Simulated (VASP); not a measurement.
# MnRuN2 (R-3m) in VASP: relaxation of cell and atoms with PBE

Aim: the relaxation of cell and atoms of MnRuN2 with PBE.

Everything below comes from runs of VASP 6.6.1. Logs are shortened: lines on timing, memory, paths and dates and some standing lists are left out, and cuts for length are marked.

### 1 The crystal as given

Symmetry: R-3m, No. 166, trigonal system. The conventional cell has a = 3.100 Å, b = 3.100 Å, c = 16.150 Å, α = 90.00°, β = 90.00°, γ = 120.00°. Around Mn (site symmetry -3m) lie 6 N at 2.34 Å. Ru (site symmetry -3m) is surrounded by 6 N at 2.15 Å. N (site symmetry 3m) has 3 Ru at 2.15 Å and 3 Mn at 2.34 Å as nearest neighbours.

The cell was built by a generator and needn't be a form met in nature.

### 2 Relaxation of cell and atoms, PBE, collinear spin, ferromagnetic start

INCAR

```
SYSTEM = MnRuN2
ALGO = Fast
EDIFF = 1E-4
EDIFFG = -0.08
ENCUT = 520
GGA = PE
IBRION = 2
ISIF = 3
ISMEAR = 0
ISPIN = 2
LASPH = .True.
LCHARG = .False.
LMAXMIX = 4
LORBIT = 11
LREAL = .False.
LWAVE = .False.
MAGMOM = 4 1 0 0
NELM = 60
NSW = 24
PREC = Normal
SIGMA = 0.15
```

KPOINTS

```
k-points
0
Gamma
  6 6 6
  0 0 0
```

POSCAR

```
MnRuN2
1.0
    1.5500000000      0.8948929200      5.3833333300
   -1.5500000000      0.8948929200      5.3833333300
    0.0000000000     -1.7897858300      5.3833333300
Mn Ru N
1 1 2
Direct
    0.0000000000      0.0000000000      0.0000000000
    0.5000000000      0.5000000000      0.5000000000
    0.7600000000      0.7600000000      0.7600000000
    0.2400000000      0.2400000000      0.2400000000
```

Potentials or basis: VASP PAW PBE potentials, release 64 (Mn_pv, Ru_pv, N).

The run is started by

```bash
$ cat potpaw_PBE.64/Mn_pv/POTCAR potpaw_PBE.64/Ru_pv/POTCAR potpaw_PBE.64/N/POTCAR > POTCAR
$ mpirun -np 1 vasp_std > vasp.out
```

OUTCAR:

```text
SYSTEM = MnRuN2
   EDIFF = 1E-4
   EDIFFG = -0.08
   ENCUT = 520
   GGA = PE
   IBRION = 2
   ISIF = 3
   ISMEAR = 0
   ISPIN = 2
   LASPH = .True.
   LORBIT = 11
   LREAL = .False.
   NELM = 60
   NSW = 24
   PREC = Normal

 ion  position               nearest neighbor table
   1  0.000  0.000  0.000-   3 2.34   4 2.34   3 2.34   3 2.34   4 2.34   4 2.34   2 3.23   2 3.23
                             2 3.23   2 3.23   2 3.23   2 3.23
   2  0.500  0.500  0.500-   4 2.15   3 2.15   4 2.15   4 2.15   3 2.15   3 2.15   1 3.23   1 3.23
                             1 3.23   1 3.23   1 3.23   1 3.23
   3  0.760  0.760  0.760-   2 2.15   2 2.15   2 2.15   1 2.34   1 2.34   1 2.34
   4  0.240  0.240  0.240-   2 2.15   2 2.15   2 2.15   1 2.34   1 2.34   1 2.34

  LATTYP: Found a trigonal (rhomboedric) cell.
 ALAT       =     5.6730601160
 COS(alpha) =     0.8507004082

  Lattice vectors:

 A1 = (   1.5500000000,   0.8948929200,   5.3833333300)
 A2 = (  -1.5500000000,   0.8948929200,   5.3833333300)
 A3 = (   0.0000000000,  -1.7897858300,   5.3833333300)

Analysis of symmetry for initial positions (statically):
=====================================================================
 Subroutine PRICEL returns:
 Original cell was already a primitive cell.

 Routine SETGRP: Setting up the symmetry group for a
 trigonal (rhombohedral) supercell.

 Subroutine GETGRP returns: Found 12 space group operations
 (whereof 12 operations were pure point group operations)
 out of a pool of 12 trial point group operations.

The static configuration has the point symmetry D_3d.

Analysis of symmetry for dynamics (positions and initial velocities):
=====================================================================
 Subroutine PRICEL returns:
 Original cell was already a primitive cell.

 Routine SETGRP: Setting up the symmetry group for a
 trigonal (rhombohedral) supercell.

 Subroutine GETGRP returns: Found 12 space group operations
 (whereof 12 operations were pure point group operations)
 out of a pool of 12 trial point group operations.

The dynamic configuration has the point symmetry D_3d.

Analysis of structural, dynamic, and magnetic symmetry:
=====================================================================
 Subroutine PRICEL returns:
 Original cell was already a primitive cell.

 Routine SETGRP: Setting up the symmetry group for a
 trigonal (rhombohedral) supercell.

 Subroutine GETGRP returns: Found 12 space group operations
 (whereof 12 operations were pure point group operations)
 out of a pool of 12 trial point group operations.

The overall configuration has the point symmetry D_3d.

 Subroutine INISYM returns: Found 12 space group operations
[... 122 lines left out ...]
  volume/ion in A,a.u.               =      11.20        75.59
  Fermi-wavevector in a.u.,A,eV,Ry     =   1.535938  2.902502 32.097573  2.359105
  Thomas-Fermi vector in A             =   2.642657
   LORBIT       =     11    0 simple, 1 ext, 2 COOP (PROOUT), +10 PAW based schemes
   GGA     = PE    functional components
   LHFCALC =     F    Hartree Fock is set to
   AEXX    =    0.0000 exact exchange contribution
   IVDW    =     0    specifies the selected vdW correction
   LEPSILON=     F    determine dielectric tensor
   LRPA    =     F    only Hartree local field effects (RPA)
 conjugate gradient relaxation of ions
 spin polarized calculation
 RMM-DIIS sequential band-by-band and
 Gauss-broadening in eV      SIGMA  =   0.15
  energy-cutoff  :      520.00
  volume of cell :       44.80
 maximum number of plane-waves:      1226
   NGX = 21   NGY = 21   NGZ = 21

--------------------------------------- Ionic step        1  -------------------------------------------

 number of electron      37.0000033 magnetization       3.1239141

 Free energy of the ion-electron system (eV)
  ---------------------------------------------------
  ext. energy  EPLUGINS =         0.00000000
  ---------------------------------------------------
  free energy    TOTEN  =       -32.95518581 eV

  energy without entropy =      -32.93007720  energy(sigma->0) =      -32.94263151

 E-fermi :   8.4255     XC(G=0): -12.4459

 val. band max:        8.4167434110   @ k =   0.5000   0.3333   0.1667
 cond. band min:       8.4343830388   @ k =   0.1667   0.0000  -0.0000
 fundamental gap:      0.0176396278
 Fermi energy:         8.4255483285

 spin component 1

 k-point     1 :       0.0000    0.0000    0.0000
  band No.  band energies     occupation
      1     -41.9102      1.00000
      2     -41.8708      1.00000
      3     -41.8708      1.00000
      4     -34.6255      1.00000
      5     -34.4616      1.00000
      6     -34.4616      1.00000
[... 1446 lines left out ...]
  FREE ENERGIE OF THE ION-ELECTRON SYSTEM (eV)
  ---------------------------------------------------
  free  energy   TOTEN  =       -33.2289168222 eV

  energy  without entropy=      -33.1948312193  energy(sigma->0) =      -33.21187402

[... ionic steps 4 to 18 ...]

--------------------------------------- Ionic step       19  -------------------------------------------

 number of electron      37.0000030 magnetization       3.4504922

------------------------ aborting loop because EDIFF is reached ----------------------------------------
[... 71 lines left out ...]
--------------------------------------- Ionic step       21  -------------------------------------------

 number of electron      37.0000028 magnetization       3.5201372

 Free energy of the ion-electron system (eV)
  ---------------------------------------------------
  ext. energy  EPLUGINS =         0.00000000
  ---------------------------------------------------
  free energy    TOTEN  =       -33.64548754 eV

  energy without entropy =      -33.60792074  energy(sigma->0) =      -33.62670414

 E-fermi :  11.0205     XC(G=0): -13.5465

 val. band max:       11.0203294237   @ k =   0.5000   0.1667   0.1667
 cond. band min:      11.0330163322   @ k =   0.5000   0.5000   0.1667
 fundamental gap:      0.0126869086
 Fermi energy:        11.0204827762

 spin component 1

 k-point     1 :       0.0000    0.0000    0.0000
  band No.  band energies     occupation
      1     -39.5059      1.00000
      2     -39.4392      1.00000
      3     -39.4392      1.00000
      4     -32.7985      1.00000
      5     -32.3860      1.00000
      6     -32.3860      1.00000
[... 1370 lines left out ...]
  FREE ENERGIE OF THE ION-ELECTRON SYSTEM (eV)
  ---------------------------------------------------
  free  energy   TOTEN  =       -33.6454875388 eV

  energy  without entropy=      -33.6079207423  energy(sigma->0) =      -33.62670414

 reached required accuracy - stopping structural energy minimisation

 total charge

# of ion       s       p       d       tot
------------------------------------------
    1        0.296   6.334   5.057  11.688
    2        0.277   6.256   5.991  12.524
    3        1.238   2.429   0.000   3.667
    4        1.238   2.429   0.000   3.667
--------------------------------------------------
tot          3.049  17.449  11.048  31.547

 magnetization (x)

# of ion       s       p       d       tot
------------------------------------------
    1        0.030   0.024   2.855   2.910
    2        0.008   0.001   0.456   0.465
    3        0.006   0.021   0.000   0.027
    4        0.006   0.021   0.000   0.027
--------------------------------------------------
tot          0.051   0.068   3.312   3.430
```

CONTCAR:

```text
MnRuN2
   1.00000000000000
     1.4686104370423287    0.8479026336248989    5.0293509090511916
    -1.4686104370423287    0.8479026336248989    5.0293509090511916
     0.0000000000000000   -1.6958052584024932    5.0293509091589597
  Mn              Ru              N
     1     1     2
Direct
     0.0000000000000000    0.0000000000000000    0.0000000000000000
     0.5000000000000000    0.5000000000000000    0.5000000000000000
     0.7434217837852493    0.7434217837852493    0.7434217837852176
     0.2565782162147506    0.2565782162147506    0.2565782162147821

  0.00000000E+00  0.00000000E+00  0.00000000E+00
  0.00000000E+00  0.00000000E+00  0.00000000E+00
  0.00000000E+00  0.00000000E+00  0.00000000E+00
  0.00000000E+00  0.00000000E+00  0.00000000E+00
```

It took 6.4 min on 1 thread of Intel Xeon 6975P-C (Granite Rapids), shared host; peak memory 0.27 GiB.

Results:

```
Free energy                                           : -33.6455 eV
Relaxed volume                                        : 9.39 Å³/atom
Relaxed cell                                          : a = 5.308 Å, b = 5.308 Å, c = 5.308 Å, α = 32.13°, β = 32.13°, γ = 32.13°
Space group after relaxing (to 0.05 Å)                : R-3m (No. 166)
Energy gained by relaxing                             : 172.6 meV/atom
Ionic steps                                           : 21
Pressure after relaxing                               : -1.1 GPa
Largest force after relaxing                          : 0.040 eV/Å
Band gap on the k mesh                                : none (metal or under the smearing width)
Net moment                                            : 3.52 μB per cell
Site moments                                          : Mn +2.91; Ru +0.47; N +0.03 μB
Valence electrons inside the program's atomic spheres : Mn 11.69; Ru 12.52; N 3.67
```

Forces on the atoms (eV/Å):
```
Mn   0.000  0.000  0.000
Ru   0.000  0.000  0.000
N    0.000  0.000 -0.040
N    0.000  0.000  0.040
```

Step by step:
| step | energy change (eV) | largest force (eV/Å) | pressure (GPa) | volume (Å³) |
| --- | --- | --- | --- | --- |
| 1 | 0.0000 | 0.5661 | -16.32 | 44.80 |
| 2 | -0.1821 | 2.0846 | 16.73 | 37.80 |
| 3 | -0.2737 | 1.4421 | 2.95 | 40.20 |
| 4 | -0.4778 | 1.0197 | 1.80 | 39.16 |
| 5 | -0.4951 | 0.6116 | 5.21 | 36.38 |
| 6 | -0.5853 | 0.5690 | 2.90 | 37.91 |
| 7 | -0.5956 | 0.3572 | 1.76 | 37.48 |
| 8 | -0.5947 | 0.2891 | 3.08 | 37.37 |
| 9 | -0.5954 | 0.3265 | 3.71 | 37.43 |
| 10 | -0.6022 | 0.0881 | -5.18 | 38.81 |
| 11 | -0.6116 | 0.0955 | -2.84 | 38.14 |
| 12 | -0.6446 | 0.0613 | -2.50 | 37.93 |
| 13 | -0.6653 | 0.5371 | 0.12 | 37.18 |
| 14 | -0.6844 | 0.1357 | -1.32 | 37.59 |
| 15 | -0.6854 | 0.2743 | -0.69 | 37.45 |
| 16 | -0.6861 | 0.2261 | -0.74 | 37.50 |
| 17 | -0.6860 | 0.2085 | -0.87 | 37.52 |
| 18 | -0.6885 | 0.0338 | 1.86 | 37.13 |
| 19 | -0.6893 | 0.0382 | 1.85 | 37.25 |
| 20 | -0.6891 | 0.0744 | 1.02 | 37.30 |
| 21 | -0.6903 | 0.0403 | -1.11 | 37.58 |

Final structure:
```yaml
crystal:
  lattice:
    - [1.46861, 0.84790, 5.02935]
    - [-1.46861, 0.84790, 5.02935]
    - [0.00000, -1.69581, 5.02935]
  atoms:
    - { symbol: Mn, position: [0.00000, 0.00000, 0.00000] }
    - { symbol: Ru, position: [0.50000, 0.50000, 0.50000] }
    - { symbol: N, position: [0.74342, 0.74342, 0.74342] }
    - { symbol: N, position: [0.25658, 0.25658, 0.25658] }
```

Caveat: the k mesh is coarse (spacing up to 0.40 Å⁻¹), so the values aren't converged; the volume moved by over 15 % at a fixed basis, so the end points are rough; a cell with one magnetic atom can't hold antiferromagnetic order, which such compounds often take; the relaxation stopped at a loose force limit of 0.08 eV/Å, so its end isn't a converged minimum.
